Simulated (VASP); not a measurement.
```
BN
1.0
    0.00000     1.80977     1.80977
    1.80977     0.00000     1.80977
    1.80977     1.80977     0.00000
B N
1 1
Direct
  0.00000   0.00000   0.00000
  0.25000   0.25000   0.25000
```

Calculation: vdW-DF-cx, VASP's PBE PAW potentials (set 64) (plane waves; VASP). Run with 520 eV cut-off, 14×14×14 Γ-centred mesh, tetrahedra with Blöchl corrections, potentials B N.

Question: Predict the energy per atom (σ→0), band gap (on the k-mesh) with the smallest direct gap where there is one.

Answer: 
The band gap (on the k-mesh) is 4.41 eV and the smallest direct gap (on the k-mesh) comes out as 8.84 eV. The energy per atom (σ→0) is -7.891 eV/atom.

Total energies compare only between runs with the same potentials, cut-off and functional.

The compound is BN in the zinc blende structure. It was relaxed first.
